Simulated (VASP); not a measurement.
The system is Cd4TeO3.

```xyz
8
Lattice="-2.7785 2.7245 5.0097 2.8575 -2.9075 5.1548 2.7703 2.8992 -5.1110" Properties=species:S:1:pos:R:3 pbc="T T T"
Cd    1.7218    1.6041   -1.4989
Cd    1.2618    0.8962    3.6182
Cd    1.3756   -1.2300    6.5041
Cd   -1.1518    1.1882    6.6643
Te    2.7116    2.5923    4.9898
O     2.6732    2.8922    0.0116
O    -0.0210    2.7358    2.6418
O     2.7976   -0.1063    2.5879
```

The cell was built by a generator and needn't be a form met in nature.

```yaml
Program: VASP 6.6.1
Task: relaxation of cell and atoms
Functional: PBE
Potentials_or_basis: VASP PAW PBE potentials, release 64 (Cd, Te, O)
Cutoff: 520 eV
k_mesh: 6 × 6 × 6
Occupations: gaussian, width 0.15 eV
Spin: no spin polarisation
```

At the start: pressure 3.6 GPa; volume 20.10 Å³/atom.

Problem. Where does the relaxation end?

Solution. Over 24 steps the energy falls by 88.7 meV/atom and the volume is 20.43 Å³/atom (+1.7 %); space group Cm (No. 8, to 0.05 Å).

The path:
```csv
step,energy change (eV),largest force (eV/Å),pressure (GPa),volume (Å³)
1,0.0000,1.7001,3.57,160.79
2,-0.4622,0.5152,-3.20,171.19
3,-0.4872,0.5503,-2.23,168.90
4,-0.5916,0.4067,-0.10,163.34
5,-0.5980,0.4340,0.63,161.65
6,-0.6370,0.3500,0.51,161.98
7,-0.6567,0.3188,0.38,162.38
8,-0.6572,0.3422,0.33,162.45
9,-0.6761,0.2519,-0.26,163.88
10,-0.6819,0.1866,-1.04,165.74
11,-0.6922,0.1947,-0.68,164.89
12,-0.6963,0.2009,-0.39,164.22
13,-0.6941,0.2250,0.15,162.89
14,-0.6970,0.2013,-0.22,163.79
15,-0.7013,0.1512,0.00,163.34
16,-0.7033,0.0872,0.28,162.76
17,-0.7051,0.0636,0.04,163.28
18,-0.7055,0.0685,-0.11,163.63
19,-0.7064,0.0535,-0.04,163.49
20,-0.7070,0.0507,0.06,163.30
21,-0.7078,0.0448,0.04,163.36
22,-0.7082,0.0427,0.02,163.40
23,-0.7087,0.0502,-0.02,163.49
24,-0.7092,0.0246,-0.01,163.45
```

Final structure:
```
Cd Te O
1.0
    -2.82398    2.83736    5.11645
     2.83607   -2.81802    5.11005
     2.81965    2.81449   -5.10338
Cd Te O
4 1 3
Direct
  0.14384 0.14720 0.57660
  0.55439 0.55922 0.40614
  0.44026 0.85822 0.99894
  0.85488 0.44142 0.99796
  0.99614 0.99720 0.98764
  0.49829 0.50059 0.99323
  0.75000 0.25251 0.49624
  0.24870 0.75281 0.49574
```
